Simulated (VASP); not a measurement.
Level of theory: r2SCAN+rVV10, VASP's PBE PAW potentials (set 64) (plane waves; VASP).

Input for VASP

### INCAR
```
SYSTEM = SiC
PREC = Accurate
ENCUT = 520
EDIFF = 1E-6
NELM = 100
ALGO = Normal
LREAL = .FALSE.
LASPH = .TRUE.
ISMEAR = 0
SIGMA = 0.05
METAGGA = R2SCAN
LUSE_VDW = .TRUE.
BPARAM = 11.95
CPARAM = 0.0093
LMIXTAU = .TRUE.
LWAVE = .FALSE.
LCHARG = .FALSE.
IBRION = 2
ISIF = 3
NSW = 60
EDIFFG = -0.01
```

File POSCAR:
```
SiC
1.0
  0.0000000000   2.1800000000   2.1800000000
  2.1800000000   0.0000000000   2.1800000000
  2.1800000000   2.1800000000   0.0000000000
Si C
1 1
Cartesian
  0.0000000000   0.0000000000   0.0000000000
  1.0900000000   1.0900000000   1.0900000000
```

**KPOINTS**
```
Automatic
0
G
9 9 9
```

POTCAR, in this order: Si C (PBE.64 set). Program: vasp_std.

Output of the run:

### OSZICAR
```
       N       E                     dE             d eps       ncg     rms          rms(c)
DAV:   1    -0.878467988184E+00   -0.87847E+00   -0.41511E+03   584   0.852E+02
DAV:   2    -0.218596988812E+02   -0.20981E+02   -0.19060E+02   784   0.109E+02
DAV:   3    -0.222093750521E+02   -0.34968E+00   -0.34968E+00   672   0.173E+01
DAV:   4    -0.222105095682E+02   -0.11345E-02   -0.11345E-02   840   0.104E+00
DAV:   5    -0.222105100137E+02   -0.44551E-06   -0.44551E-06   672   0.190E-02    0.917E+00
DAV:   6    -0.190342269491E+02    0.31763E+01   -0.59189E+00   720   0.154E+01    0.530E+00
DAV:   7    -0.190052237544E+02    0.29003E-01   -0.71500E-01   752   0.570E+00    0.193E+00
DAV:   8    -0.190000563856E+02    0.51674E-02   -0.36755E-01   584   0.549E+00    0.146E+00
DAV:   9    -0.192060259480E+02   -0.20597E+00   -0.57100E-02   600   0.265E+00    0.548E-01
DAV:  10    -0.192101096410E+02   -0.40837E-02   -0.64574E-03   672   0.893E-01    0.279E-01
DAV:  11    -0.192223718321E+02   -0.12262E-01   -0.56083E-03   600   0.892E-01    0.473E-02
DAV:  12    -0.192204987774E+02    0.18731E-02   -0.20032E-03   592   0.442E-01    0.842E-02
DAV:  13    -0.192209677748E+02   -0.46900E-03   -0.34677E-04   608   0.142E-01    0.513E-02
DAV:  14    -0.192211378666E+02   -0.17009E-03   -0.10508E-04   624   0.116E-01    0.733E-03
DAV:  15    -0.192211581561E+02   -0.20290E-04   -0.28025E-06   824   0.201E-02    0.582E-03
DAV:  16    -0.192211530212E+02    0.51350E-05   -0.23550E-07   304   0.523E-03    0.376E-03
DAV:  17    -0.192211459645E+02    0.70567E-05   -0.14265E-06   320   0.856E-03    0.339E-03
DAV:  18    -0.192211418093E+02    0.41552E-05   -0.95529E-08   288   0.347E-03    0.702E-04
DAV:  19    -0.192211427063E+02   -0.89702E-06   -0.85731E-09   304   0.956E-04
   1 F= -.19221143E+02 E0= -.19221143E+02  d E =-.192211E+02
       N       E                     dE             d eps       ncg     rms          rms(c)
DAV:   1    -0.192212738941E+02   -0.13208E-03   -0.39837E-02   592   0.175E+00    0.233E-01
DAV:   2    -0.192209708161E+02    0.30308E-03   -0.26512E-03   736   0.357E-01    0.124E-01
DAV:   3    -0.192209206106E+02    0.50206E-04   -0.28027E-04   560   0.181E-01    0.379E-02
DAV:   4    -0.192209813886E+02   -0.60778E-04   -0.28578E-04   584   0.129E-01    0.253E-02
DAV:   5    -0.192209936347E+02   -0.12246E-04   -0.78359E-05   584   0.622E-02    0.142E-02
DAV:   6    -0.192210329004E+02   -0.39266E-04   -0.80878E-06   592   0.356E-02    0.333E-03
DAV:   7    -0.192209952907E+02    0.37610E-04   -0.68638E-06   560   0.361E-02    0.272E-03
DAV:   8    -0.192210102989E+02   -0.15008E-04   -0.51926E-07   336   0.968E-03    0.475E-04
DAV:   9    -0.192210072661E+02    0.30328E-05   -0.43687E-08   280   0.201E-03    0.184E-04
DAV:  10    -0.192210102347E+02   -0.29686E-05   -0.76245E-09   280   0.119E-03    0.174E-04
DAV:  11    -0.192210096704E+02    0.56436E-06   -0.16396E-09   280   0.540E-04
   2 F= -.19221010E+02 E0= -.19221010E+02  d E =0.133036E-03
       N       E                     dE             d eps       ncg     rms          rms(c)
DAV:   1    -0.192217272180E+02   -0.71698E-03   -0.11048E-02   592   0.918E-01    0.123E-01
DAV:   2    -0.192216308275E+02    0.96391E-04   -0.75211E-04   728   0.190E-01    0.652E-02
DAV:   3    -0.192216543112E+02   -0.23484E-04   -0.80174E-05   560   0.963E-02    0.203E-02
DAV:   4    -0.192216254456E+02    0.28866E-04   -0.81600E-05   600   0.689E-02    0.133E-02
DAV:   5    -0.192216633333E+02   -0.37888E-04   -0.22227E-05   568   0.332E-02    0.750E-03
DAV:   6    -0.192216365444E+02    0.26789E-04   -0.23001E-06   608   0.192E-02    0.174E-03
DAV:   7    -0.192216630613E+02   -0.26517E-04   -0.20250E-06   560   0.196E-02    0.143E-03
DAV:   8    -0.192216561788E+02    0.68825E-05   -0.14393E-07   304   0.510E-03    0.259E-04
DAV:   9    -0.192216578494E+02   -0.16706E-05   -0.13666E-08   296   0.111E-03    0.987E-05
DAV:  10    -0.192216562978E+02    0.15516E-05   -0.22798E-09   288   0.631E-04    0.994E-05
DAV:  11    -0.192216565676E+02   -0.26979E-06   -0.49810E-10   280   0.298E-04
   3 F= -.19221657E+02 E0= -.19221657E+02  d E =-.513861E-03
```

### OUTCAR
```
------------------------ aborting loop because EDIFF is reached ----------------------------------------
  FORCE on cell =-STRESS in cart. coord.  units (eV):
  Direction    XX          YY          ZZ          XY          YZ          ZX
  --------------------------------------------------------------------------------------
  Total       -0.0000081     -0.0000081     -0.0000081     -0.0000000     -0.0000000      0.0000000
  in kB       -0.0006299     -0.0006299     -0.0006299     -0.0000000     -0.0000000      0.0000000
  external PRESSURE =      -0.0006299 kB  Pullay stress =       0.0000000 kB
  volume of cell :       20.60
      direct lattice vectors                 reciprocal lattice vectors
    -0.000000000  2.175701049  2.175701049    -0.229810984  0.229810984  0.229810984
     2.175701049 -0.000000000  2.175701049     0.229810984 -0.229810984  0.229810984
     2.175701049  2.175701049  0.000000000     0.229810984  0.229810984 -0.229810984
  FREE ENERGIE OF THE ION-ELECTRON SYSTEM (eV)
  ---------------------------------------------------
  free  energy   TOTEN  =       -19.2216565676 eV

  energy  without entropy=      -19.2216565676  energy(sigma->0) =      -19.22165657

 reached required accuracy - stopping structural energy minimisation
```
(Selected blocks of OUTCAR.)

### CONTCAR
```
SiC
   1.00000000000000
    -0.0000000000000000    2.1757010494165345    2.1757010494165345
     2.1757010494165345   -0.0000000000000000    2.1757010494165345
     2.1757010494165345    2.1757010494165345    0.0000000000000000
  Si              C
     1     1
Direct
     0.0000000000000000    0.0000000000000000    0.0000000000000000
     0.2500000000000000    0.2500000000000000    0.2500000000000000
```

The compound is SiC in the zinc blende structure. This run relaxes it. Symmetry was kept, so distortions that lower it aren't found.
